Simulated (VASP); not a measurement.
Output of a VASP run:

File OSZICAR:
```
...
RMM:   6    -0.280410281763E+03   -0.10893E-04   -0.18361E-04   299   0.208E-02    0.511E-03
RMM:   7    -0.280410284646E+03   -0.28831E-05   -0.36051E-05   219   0.868E-03
   3 F= -.28041028E+03 E0= -.28036950E+03  d E =-.480728E+00
       N       E                     dE             d eps       ncg     rms          rms(c)
DAV:   1    -0.280449492055E+03   -0.39210E-01   -0.84013E-01   352   0.166E+00    0.390E-01
RMM:   2    -0.280454053046E+03   -0.45610E-02   -0.54777E-02   320   0.401E-01    0.123E-01
RMM:   3    -0.280454845623E+03   -0.79258E-03   -0.82502E-03   338   0.158E-01    0.525E-02
RMM:   4    -0.280454967652E+03   -0.12203E-03   -0.13461E-03   339   0.593E-02    0.296E-02
RMM:   5    -0.280454985947E+03   -0.18294E-04   -0.24652E-04   332   0.266E-02    0.116E-02
RMM:   6    -0.280454989562E+03   -0.36154E-05   -0.42877E-05   228   0.110E-02
   4 F= -.28045499E+03 E0= -.28041471E+03  d E =-.447049E-01
       N       E                     dE             d eps       ncg     rms          rms(c)
DAV:   1    -0.280463663197E+03   -0.86773E-02   -0.95390E-01   336   0.176E+00    0.404E-01
RMM:   2    -0.280468820934E+03   -0.51577E-02   -0.61767E-02   320   0.425E-01    0.127E-01
RMM:   3    -0.280469731933E+03   -0.91100E-03   -0.93112E-03   336   0.167E-01    0.555E-02
RMM:   4    -0.280469877891E+03   -0.14596E-03   -0.15563E-03   340   0.630E-02    0.318E-02
RMM:   5    -0.280469898376E+03   -0.20485E-04   -0.27491E-04   340   0.277E-02    0.114E-02
RMM:   6    -0.280469902508E+03   -0.41319E-05   -0.48492E-05   230   0.117E-02
   5 F= -.28046990E+03 E0= -.28043007E+03  d E =-.596179E-01
       N       E                     dE             d eps       ncg     rms          rms(c)
DAV:   1    -0.280477507086E+03   -0.76087E-02   -0.25916E-01   352   0.952E-01    0.178E-01
RMM:   2    -0.280479090885E+03   -0.15838E-02   -0.18199E-02   320   0.244E-01    0.598E-02
RMM:   3    -0.280479377092E+03   -0.28621E-03   -0.27344E-03   332   0.946E-02    0.307E-02
RMM:   4    -0.280479411449E+03   -0.34357E-04   -0.40964E-04   343   0.349E-02    0.144E-02
RMM:   5    -0.280479417622E+03   -0.61734E-05   -0.72603E-05   254   0.150E-02
   6 F= -.28047942E+03 E0= -.28043976E+03  d E =-.951511E-02
       N       E                     dE             d eps       ncg     rms          rms(c)
DAV:   1    -0.280480646737E+03   -0.12353E-02   -0.11314E-01   360   0.628E-01    0.117E-01
RMM:   2    -0.280481347737E+03   -0.70100E-03   -0.80095E-03   320   0.162E-01    0.396E-02
RMM:   3    -0.280481476770E+03   -0.12903E-03   -0.12206E-03   333   0.630E-02    0.208E-02
RMM:   4    -0.280481491638E+03   -0.14868E-04   -0.17819E-04   338   0.233E-02    0.963E-03
RMM:   5    -0.280481494625E+03   -0.29871E-05   -0.32834E-05   216   0.102E-02
   7 F= -.28048149E+03 E0= -.28044194E+03  d E =-.115921E-01
       N       E                     dE             d eps       ncg     rms          rms(c)
DAV:   1    -0.280483129155E+03   -0.16375E-02   -0.71479E-02   336   0.496E-01    0.954E-02
RMM:   2    -0.280483586474E+03   -0.45732E-03   -0.51769E-03   321   0.128E-01    0.320E-02
RMM:   3    -0.280483669382E+03   -0.82907E-04   -0.81664E-04   338   0.502E-02    0.171E-02
RMM:   4    -0.280483675892E+03   -0.65104E-05   -0.11250E-04   315   0.188E-02    0.729E-03
RMM:   5    -0.280483677932E+03   -0.20394E-05   -0.21571E-05   208   0.798E-03
   8 F= -.28048368E+03 E0= -.28044411E+03  d E =-.218331E-02
```

### OUTCAR
```
------------------------ aborting loop because EDIFF is reached ----------------------------------------
  FORCE on cell =-STRESS in cart. coord.  units (eV):
  Direction    XX          YY          ZZ          XY          YZ          ZX
  --------------------------------------------------------------------------------------
  Total       14.7164862     14.7020231     14.7038137      0.0063647      0.0200099     -0.0092775
  in kB       15.2337896     15.2188181     15.2206716      0.0065884      0.0207133     -0.0096036
  external PRESSURE =      15.2244264 kB  Pullay stress =       0.0000000 kB
  volume of cell :     1547.77
      direct lattice vectors                 reciprocal lattice vectors
    11.567395522  0.000000000  0.000000000     0.086449884  0.000000000  0.000000000
     0.000000000 11.567395522  0.000000000     0.000000000  0.086449884  0.000000000
     0.000000000  0.000000000 11.567395522     0.000000000  0.000000000  0.086449884
 POSITION                                       TOTAL-FORCE (eV/Angst)
 -----------------------------------------------------------------------------------
      5.78440      0.00099      0.00216        -0.001078      0.001532     -0.003972
      7.23975      1.43561      1.43813         0.011579     -0.007918     -0.005917
      8.67403      2.89194     11.56437         0.006071     -0.002142     -0.002021
     10.13293      4.32631      1.43571         0.003228     -0.006027      0.000946
      8.67325     11.56131      2.89518         0.008812     -0.010426      0.001545
     10.13327      1.43470      4.32669         0.004591     -0.001741     -0.007761
      0.00015     11.56722     11.56707         0.000745      0.000955      0.004011
      1.44458      1.44459      1.44466        -0.003178     -0.005132     -0.004213
      2.89587      2.89421      0.00807        -0.004313     -0.007792      0.006402
      4.34643      4.34494      1.44387         0.000374      0.001014      0.004712
      5.78337      5.78293      0.00105         0.001961      0.003468     -0.005192
      7.22273      7.22272      1.43942         0.001356      0.001090      0.009264
      8.67379      8.67414      0.00488         0.005260      0.003847      0.009804
     10.12287     10.12303      1.44469         0.006206      0.005171     -0.005172
      2.89593      0.00905      2.89584        -0.006428      0.011330     -0.005557
      4.34717      1.44521      4.34624        -0.002527      0.008635      0.001052
      5.78170      2.87774      2.87709         0.013491     -0.011034     -0.008884
      7.31432      4.26404      4.26159        -0.010478     -0.003282      0.001494
      8.69711      5.79332      2.87175        -0.001038     -0.017917     -0.000118
     10.12647      7.22417      4.34666        -0.008585     -0.002128     -0.002639
      5.78381      0.00049      5.78307         0.000583     -0.000010      0.001594
      7.22167      1.44171      7.22166        -0.000208      0.012377      0.000012
      8.69676      2.87277      5.79112         0.001543     -0.001050     -0.015552
     10.12938      4.34405      7.22300        -0.010348      0.000686      0.000423
      8.67313      0.00658      8.67223         0.001166      0.013340      0.005685
     10.12286      1.44384     10.12307         0.003739     -0.002963      0.004121
     11.56726      5.78393      0.00300        -0.002823     -0.000512     -0.004677
      1.43479      7.24019      1.43656        -0.007167      0.012923     -0.006342
      2.89236      8.67540     11.56506        -0.000594      0.004791     -0.005140
      4.32678     10.13480      1.43583        -0.007664      0.002546     -0.001107
      0.00746      2.89474      2.89501         0.005925     -0.006841     -0.001319
      1.44327      4.34610      4.34481         0.007234     -0.001510      0.002653
      2.87417      5.77884      2.87292        -0.004393      0.016880     -0.001599
      4.25704      7.31634      4.25562        -0.001896     -0.008318      0.002542
      5.79317      8.69757      2.87076        -0.022554     -0.004091      0.002006
      7.22378     10.12550      4.34726        -0.001118     -0.009040     -0.001352
     11.56661     11.56674      5.78386        -0.001142      0.004196     -0.002335
      1.43491      1.43385      7.23963        -0.006542     -0.004572      0.009825
      2.87321      2.87457      5.78009        -0.013061     -0.010674      0.012140
      4.24504      4.25560      7.32700         0.005703     -0.003502     -0.007050
      7.31142      7.30785      7.32201         0.002563      0.005302     -0.009366
      8.69156      8.69064      5.78160         0.010846      0.008939      0.012546
     10.13054     10.13249      7.23963         0.005826      0.005953      0.008735
      2.89385     11.56230      8.67338        -0.001830     -0.010586      0.005776
      4.32680      1.43363     10.13418        -0.006939     -0.001633      0.004696
      5.79035      2.87157      8.69778        -0.012796     -0.003340      0.004740
      7.22312      4.34326     10.12963         0.000519     -0.001832     -0.011319
      8.69940      5.77329      8.70014        -0.000963      0.016489     -0.001491
     10.13486      7.24124     10.13448         0.005315      0.009535      0.004987
     11.56227      8.67414      2.89481        -0.010645      0.009224      0.000569
      1.43482     10.13495      4.32644        -0.002973      0.003443     -0.009379
      0.00060      5.78357      5.78237        -0.000242      0.001891      0.005165
      1.43861      7.22466      7.22122         0.011784     -0.001831      0.003330
      2.87114      8.69793      5.79079         0.002696     -0.001612     -0.016723
      4.34542     10.12757      7.22284         0.001090     -0.010668      0.000616
     11.56320      2.89215      8.67401        -0.006714     -0.002327      0.006155
...
```
(Selected blocks of OUTCAR.)

File POSCAR:
```
InGe63
1
   11.5673955220     0.0000000000     0.0000000000
    0.0000000000    11.5673955220    -0.0000000000
   -0.0000000000    -0.0000000000    11.5673955220
Ge In
63 1
Direct
  0.5000000000   0.0000000000   0.0000000000
  0.6250000000   0.1250000000   0.1250000000
  0.7500000000   0.2500000000   0.0000000000
  0.8750000000   0.3750000000   0.1250000000
  0.7500000000   0.0000000000   0.2500000000
  0.8750000000   0.1250000000   0.3750000000
  0.0000000000   0.0000000000   0.0000000000
  0.1250000000   0.1250000000   0.1250000000
  0.2500000000   0.2500000000   0.0000000000
  0.3750000000   0.3750000000   0.1250000000
  0.5000000000   0.5000000000   0.0000000000
  0.6250000000   0.6250000000   0.1250000000
  0.7500000000   0.7500000000   0.0000000000
  0.8750000000   0.8750000000   0.1250000000
  0.2500000000   0.0000000000   0.2500000000
  0.3750000000   0.1250000000   0.3750000000
  0.5000000000   0.2500000000   0.2500000000
  0.6254120000   0.3791300000   0.3785110000
  0.7500000000   0.5000000000   0.2500000000
  0.8750000000   0.6250000000   0.3750000000
  0.5000000000   0.0000000000   0.5000000000
  0.6250000000   0.1250000000   0.6250000000
  0.7500000000   0.2500000000   0.5000000000
  0.8750000000   0.3750000000   0.6250000000
  0.7500000000   0.0000000000   0.7500000000
  0.8750000000   0.1250000000   0.8750000000
  0.0000000000   0.5000000000   0.0000000000
  0.1250000000   0.6250000000   0.1250000000
  0.2500000000   0.7500000000   0.0000000000
  0.3750000000   0.8750000000   0.1250000000
  0.0000000000   0.2500000000   0.2500000000
  0.1250000000   0.3750000000   0.3750000000
  0.2500000000   0.5000000000   0.2500000000
  0.3759350000   0.6266870000   0.3753570000
  0.5000000000   0.7500000000   0.2500000000
  0.6250000000   0.8750000000   0.3750000000
  0.0000000000   0.0000000000   0.5000000000
  0.1250000000   0.1250000000   0.6250000000
  0.2500000000   0.2500000000   0.5000000000
  0.3760730000   0.3791390000   0.6264630000
  0.6228970000   0.6213810000   0.6265360000
  0.7500000000   0.7500000000   0.5000000000
  0.8750000000   0.8750000000   0.6250000000
  0.2500000000   0.0000000000   0.7500000000
  0.3750000000   0.1250000000   0.8750000000
  0.5000000000   0.2500000000   0.7500000000
  0.6250000000   0.3750000000   0.8750000000
  0.7500000000   0.5000000000   0.7500000000
  0.8750000000   0.6250000000   0.8750000000
  0.0000000000   0.7500000000   0.2500000000
  0.1250000000   0.8750000000   0.3750000000
  0.0000000000   0.5000000000   0.5000000000
  0.1250000000   0.6250000000   0.6250000000
  0.2500000000   0.7500000000   0.5000000000
  0.3750000000   0.8750000000   0.6250000000
  0.0000000000   0.2500000000   0.7500000000
  0.1250000000   0.3750000000   0.8750000000
  0.2500000000   0.5000000000   0.7500000000
  0.3750000000   0.6250000000   0.8750000000
  0.5000000000   0.7500000000   0.7500000000
  0.6250000000   0.8750000000   0.8750000000
  0.0000000000   0.7500000000   0.7500000000
  0.1250000000   0.8750000000   0.8750000000
  0.4995300000   0.4975650000   0.5034080000
```

Q: Reconstruct the remaining input files.

A: This is not unique; one that fits is the input of the run itself, PBE GGA, plane waves, VASP's PBE PAW potentials (set 64).

INCAR:
```
SYSTEM  =  InGe63
PREC  =  Normal; ENCUT  =  400; LREAL  =  Auto
LASPH  =  .True.; ISYM  =  0; NELECT  =  254.0
EDIFF  =  1E-5; NELM  =  100; NELMIN  =  4
ALGO  =  Fast; LMAXMIX  =  4
ISMEAR  =  0; SIGMA  =  0.05
GGA  =  PE
IBRION  =  2; NSW  =  60; ISIF  =  2
EDIFFG  =  -0.03
LWAVE  =  .True.; LCHARG  =  .False.
```

File KPOINTS:
```
Automatic mesh
0
Gamma
1 1 1
```

POTCAR, in this order: Ge In (PBE.64 set). Program: vasp_gam.

The cell is charged, with a uniform compensating background. The supercell is sampled at Γ alone, which is coarse: total energies, pressure and levels can be off, energies of defects by several tenths of an eV.

The cell is a supercell with a defect, built from Ge (diamond): In_Ge, charge +1. The run is not spin-polarised, so no state with unpaired spins was tried.
